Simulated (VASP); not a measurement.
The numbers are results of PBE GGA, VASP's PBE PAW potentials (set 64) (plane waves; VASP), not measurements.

A VASP calculation is set up with these files.

File KPOINTS:
```
kpoints
0
gamma
9 9 9
```

### INCAR
```
! general
SYSTEM   =  TaN
PREC     =  Accurate
ENCUT    =  160
LREAL    =  .FALSE.
LASPH    =  .TRUE.

! electronic loop
EDIFF    =  1E-6
NELM     =  100
ALGO     =  Normal
LMAXMIX  =  6

! smearing
ISMEAR   =  0
SIGMA    =  0.1

! functional
GGA      =  PE

! ions
ISIF     =  2

! output
LWAVE    =  .FALSE.
LCHARG   =  .FALSE.
```

POSCAR:
```
TaN
1.0
  0.0000000000   2.2345440000   2.2345440000
  2.2345440000   0.0000000000   2.2345440000
  2.2345440000   2.2345440000   0.0000000000
Ta N
1 1
Cartesian
  2.2345440000   2.2345440000   2.2345440000
  0.0000000000   0.0000000000   0.0000000000
```

POTCAR, in this order: Ta_pv N (PBE.64 set). Program: vasp_std.

At this cut-off the stress carries a Pulay error, which pulls relaxed volumes low. Unless said otherwise, spin-orbit coupling is left out, though it shifts the bands of the heavy elements here.

Estimate the energy per atom (σ→0), pressure, band gap (on the k-mesh).

```yaml
energy per atom (σ→0): -11.430 eV/atom
band gap (on the k-mesh): none (metal, semimetal or under 0.01 eV)
pressure: -129.47 GPa
```

File OSZICAR:
```
...
DAV:   6    -0.230840317791E+02    0.97114E+00   -0.15494E+00   944   0.133E+01    0.115E+01
DAV:   7    -0.228774962782E+02    0.20654E+00   -0.30203E-01   960   0.566E+00    0.279E+00
DAV:   8    -0.228641193898E+02    0.13377E-01   -0.23620E-02   996   0.128E+00    0.385E-01
DAV:   9    -0.228634069189E+02    0.71247E-03   -0.17315E-03   940   0.467E-01    0.500E-02
DAV:  10    -0.228634099443E+02   -0.30254E-05   -0.45559E-05  1000   0.722E-02    0.202E-02
DAV:  11    -0.228634085783E+02    0.13660E-05   -0.33634E-06   904   0.209E-02    0.170E-03
DAV:  12    -0.228634085484E+02    0.29877E-07   -0.48390E-08   436   0.203E-03
   1 F= -.22863409E+02 E0= -.22860231E+02  d E =-.635428E-02
```

The structure comes from a computed database's TaN entry; how it stands against other phases isn't given here. The cell was not relaxed at this level. The run is one of a series of settings (ENCUT = 160 against the base run), some of them coarse on purpose. VASP warned that the highest band is occupied, so more bands are needed.
